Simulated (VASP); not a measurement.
These are MS2 meta-GGA, VASP's PBE PAW potentials (set 64) (plane waves; VASP) values and carry that method's errors.

VASP input:

INCAR:
```
! general
SYSTEM  = PbF2
PREC    = Accurate
ENCUT   = 520   ! plane-wave cut-off (eV)
LREAL   = .False.   ! projection in real space or not
LASPH   = .True.   ! aspherical one-centre terms

! electronic loop
EDIFF   = 1E-7   ! SCF stop (eV)
NELM    = 100   ! most electronic steps
ALGO    = Normal   ! blocked Davidson
LMAXMIX = 4
LMIXTAU = .True.

! smearing
ISMEAR  = 0
SIGMA   = 0.05

! functional
METAGGA = MS2

! ions
ISIF    = 2   ! forces and stress, cell fixed

! output
LWAVE   = .False.
LCHARG  = .False.
```

**POSCAR**
```
PbF2
1
    0.0000000000     2.8940368937     2.8940368937
    2.8940368937     0.0000000000     2.8940368937
    2.8940368937     2.8940368937     0.0000000000
Pb F
1 2
Direct
  0.0000000000   0.0000000000   0.0000000000
  0.2500000000   0.2500000000   0.2500000000
  0.7500000000   0.7500000000   0.7500000000
```

**KPOINTS**
```
Automatic mesh
0
Gamma
7 7 7
0 0 0
```

POTCAR, in this order: Pb_d F (PBE.64 set). Program: vasp_std.

What VASP printed:

File OSZICAR:
```
       N       E                     dE             d eps       ncg     rms          rms(c)
DAV:   1     0.306127038846E+03    0.30613E+03   -0.14031E+04   720   0.169E+03
DAV:   2     0.963657492878E+01   -0.29649E+03   -0.28572E+03   804   0.443E+02
DAV:   3    -0.145732439980E+02   -0.24210E+02   -0.23980E+02   864   0.147E+02
DAV:   4    -0.151609921432E+02   -0.58775E+00   -0.58676E+00   768   0.231E+01
DAV:   5    -0.151786420012E+02   -0.17650E-01   -0.17649E-01   822   0.421E+00    0.741E+00
DAV:   6    -0.987214897611E+00    0.14191E+02   -0.28849E+01   846   0.106E+02    0.383E+00
DAV:   7     0.269669749604E+00    0.12569E+01   -0.67420E+00   720   0.334E+01    0.324E+00
DAV:   8     0.858430188994E+00    0.58876E+00   -0.17184E+00   720   0.171E+01    0.176E+00
DAV:   9     0.632401708875E+00   -0.22603E+00   -0.70393E-01   750   0.139E+01    0.143E+00
DAV:  10     0.651453270149E+00    0.19052E-01   -0.51876E-01   828   0.725E+00    0.772E-01
DAV:  11     0.661331004638E+00    0.98777E-02   -0.15280E-02   744   0.123E+00    0.622E-01
DAV:  12     0.712623014579E+00    0.51292E-01   -0.52042E-02   736   0.379E+00    0.251E-01
DAV:  13     0.701116988448E+00   -0.11506E-01   -0.20717E-02   720   0.148E+00    0.571E-02
DAV:  14     0.700798678438E+00   -0.31831E-03   -0.60147E-04   772   0.301E-01    0.449E-02
DAV:  15     0.700944454980E+00    0.14578E-03   -0.13261E-03   736   0.414E-01    0.748E-02
DAV:  16     0.700069765459E+00   -0.87469E-03   -0.11649E-03   720   0.484E-01    0.182E-02
DAV:  17     0.700045345595E+00   -0.24420E-04   -0.92675E-05   892   0.979E-02    0.758E-03
DAV:  18     0.700032938150E+00   -0.12407E-04   -0.23697E-05   724   0.537E-02    0.957E-04
DAV:  19     0.700032977860E+00    0.39710E-07   -0.31699E-06   722   0.222E-02    0.151E-03
DAV:  20     0.700030262721E+00   -0.27151E-05   -0.68019E-07   728   0.960E-03    0.247E-04
DAV:  21     0.700030533656E+00    0.27094E-06   -0.42252E-08   376   0.362E-03    0.299E-04
DAV:  22     0.700030131729E+00   -0.40193E-06   -0.34090E-08   362   0.362E-03    0.577E-05
DAV:  23     0.700030277296E+00    0.14557E-06   -0.26240E-09   360   0.741E-04    0.505E-05
DAV:  24     0.700030339037E+00    0.61741E-07   -0.47072E-10   360   0.320E-04
   1 F= 0.70003034E+00 E0= 0.70003034E+00  d E =-.180205E-16
```

OUTCAR:
```
------------------------ aborting loop because EDIFF is reached ----------------------------------------
  FORCE on cell =-STRESS in cart. coord.  units (eV):
  Direction    XX          YY          ZZ          XY          YZ          ZX
  --------------------------------------------------------------------------------------
  Total        1.6888056      1.6888056      1.6888056     -0.0000000     -0.0000000      0.0000000
  in kB       55.8146324     55.8146324     55.8146324     -0.0000000     -0.0000000      0.0000000
  external PRESSURE =      55.8146324 kB  Pullay stress =       0.0000000 kB
  volume of cell :       48.48
      direct lattice vectors                 reciprocal lattice vectors
     0.000000000  2.894036894  2.894036894    -0.172769048  0.172769048  0.172769048
     2.894036894  0.000000000  2.894036894     0.172769048 -0.172769048  0.172769048
     2.894036894  2.894036894  0.000000000     0.172769048  0.172769048 -0.172769048
 POSITION                                       TOTAL-FORCE (eV/Angst)
 -----------------------------------------------------------------------------------
      0.00000      0.00000      0.00000        -0.000000      0.000000      0.000000
      1.44702      1.44702      1.44702         0.000000      0.000000     -0.000000
      4.34106      4.34106      4.34106        -0.000000     -0.000000      0.000000
 -----------------------------------------------------------------------------------
    total drift:                                0.000000     -0.000000      0.000000
  FREE ENERGIE OF THE ION-ELECTRON SYSTEM (eV)
  ---------------------------------------------------
  free  energy   TOTEN  =         0.7000303390 eV

  energy  without entropy=        0.7000303390  energy(sigma->0) =        0.70003034
```
(Selected blocks of OUTCAR.)

The compound is PbF2 in the fluorite structure, the β form. This cell is one point of a volume scan, at 0.94 of the reference volume.
